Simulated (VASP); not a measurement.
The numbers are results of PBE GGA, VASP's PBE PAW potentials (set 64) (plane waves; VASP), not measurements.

A VASP calculation is set up with these files.

### POSCAR
```
CdS
1
    0.0000000000     2.9682000000     2.9682000000
    2.9682000000     0.0000000000     2.9682000000
    2.9682000000     2.9682000000     0.0000000000
Cd S
1 1
Direct
  0.0000000000   0.0000000000   0.0000000000
  0.2500000000   0.2500000000   0.2500000000
```

**INCAR**
```
SYSTEM = CdS
PREC = Accurate
ENCUT = 400
EDIFF = 1E-6
NELM = 100
ALGO = Normal
LREAL = .FALSE.
LASPH = .TRUE.
ISMEAR = 0
SIGMA = 0.05
GGA = PE
LMAXMIX = 4
LWAVE = .FALSE.
LCHARG = .FALSE.
ISIF = 2
```

### KPOINTS
```
Automatic mesh
0
Gamma
7 7 7
0 0 0
```

POTCAR, in this order: Cd S (PBE.64 set). Program: vasp_std.

Output of the run:

OSZICAR:
```
       N       E                     dE             d eps       ncg     rms          rms(c)
DAV:   1     0.995289723414E+02    0.99529E+02   -0.80662E+03   520   0.102E+03
DAV:   2    -0.212736419716E+01   -0.10166E+03   -0.97717E+02   615   0.276E+02
DAV:   3    -0.666632164100E+01   -0.45390E+01   -0.45273E+01   600   0.609E+01
DAV:   4    -0.669954650923E+01   -0.33225E-01   -0.33221E-01   630   0.524E+00
DAV:   5    -0.670004001517E+01   -0.49351E-03   -0.49350E-03   585   0.608E-01    0.754E+00
DAV:   6    -0.616179872283E+01    0.53824E+00   -0.10779E+00   716   0.137E+01    0.604E+00
DAV:   7    -0.614405526019E+01    0.17743E-01   -0.20135E-01   540   0.357E+00    0.307E+00
DAV:   8    -0.614411490243E+01   -0.59642E-04   -0.18756E-02   570   0.204E+00    0.270E-01
DAV:   9    -0.614395145793E+01    0.16344E-03   -0.24955E-03   600   0.802E-01    0.711E-02
DAV:  10    -0.614412406991E+01   -0.17261E-03   -0.29436E-04   555   0.167E-01    0.832E-02
DAV:  11    -0.614421237584E+01   -0.88306E-04   -0.13806E-04   558   0.123E-01    0.164E-02
DAV:  12    -0.614420035855E+01    0.12017E-04   -0.43859E-05   669   0.956E-02    0.817E-03
DAV:  13    -0.614420162936E+01   -0.12708E-05   -0.47056E-06   550   0.153E-02    0.621E-03
DAV:  14    -0.614420149258E+01    0.13678E-06   -0.15917E-07   350   0.301E-03
   1 F= -.61442015E+01 E0= -.61442015E+01  d E =-.123726E-11
```

File OUTCAR:
```
------------------------ aborting loop because EDIFF is reached ----------------------------------------
  FORCE on cell =-STRESS in cart. coord.  units (eV):
  Direction    XX          YY          ZZ          XY          YZ          ZX
  --------------------------------------------------------------------------------------
  Total       -0.1190317     -0.1190317     -0.1190317     -0.0000000      0.0000000     -0.0000000
  in kB       -3.6463945     -3.6463945     -3.6463945     -0.0000000      0.0000000     -0.0000000
  external PRESSURE =      -3.6463945 kB  Pullay stress =       0.0000000 kB
  volume of cell :       52.30
      direct lattice vectors                 reciprocal lattice vectors
     0.000000000  2.968200000  2.968200000    -0.168452261  0.168452261  0.168452261
     2.968200000  0.000000000  2.968200000     0.168452261 -0.168452261  0.168452261
     2.968200000  2.968200000  0.000000000     0.168452261  0.168452261 -0.168452261
  FREE ENERGIE OF THE ION-ELECTRON SYSTEM (eV)
  ---------------------------------------------------
  free  energy   TOTEN  =        -6.1442014926 eV

  energy  without entropy=       -6.1442014926  energy(sigma->0) =       -6.14420149
```
(Selected blocks of OUTCAR.)

### OUTCAR
```
 val. band max:        0.8795360069   @ k =   0.0000   0.0000   0.0000

 cond. band min:       1.9093692193   @ k =   0.0000   0.0000   0.0000


 Fermi energy:         1.0981160002

 k-point     1 :       0.0000    0.0000    0.0000
  band No.  band energies     occupation
      1     -11.1823      2.00000
      2      -6.6729      2.00000
      3      -6.6729      2.00000
      4      -6.6729      2.00000
      5      -6.2619      2.00000
      6      -6.2619      2.00000
      7       0.8795      2.00000
      8       0.8795      2.00000
      9       0.8795      2.00000
     10       1.9094      0.00000
     11       7.4283      0.00000
     12       7.4283      0.00000
     13       7.4283      0.00000

 k-point     2 :       0.1429    0.0000    0.0000
  band No.  band energies     occupation
      1     -11.1113      2.00000
      2      -6.6478      2.00000
      3      -6.6478      2.00000
      4      -6.6047      2.00000
      5      -6.2623      2.00000
      6      -6.2623      2.00000
      7      -0.3095      2.00000
      8       0.7391      2.00000
      9       0.7391      2.00000
     10       2.8881      0.00000
     11       7.1106      0.00000
     12       7.6613      0.00000
     13       7.6613      0.00000

 k-point     3 :       0.2857    0.0000    0.0000
  band No.  band energies     occupation
      1     -10.9511      2.00000
      2      -6.5996      2.00000
      3      -6.5996      2.00000
      4      -6.3656      2.00000
      5      -6.2537      2.00000
      6      -6.2537      2.00000
      7      -1.8686      2.00000
      8       0.4474      2.00000
      9       0.4474      2.00000
     10       3.6635      0.00000
     11       7.2507      0.00000
     12       7.9395      0.00000
     13       7.9395      0.00000

 k-point     4 :       0.4286    0.0000    0.0000
  band No.  band energies     occupation
      1     -10.8231      2.00000
      2      -6.5717      2.00000
      3      -6.5717      2.00000
...
```

The compound is CdS in the zinc blende structure, a metastable form; wurtzite is the usual one. The cell was not relaxed at this level.
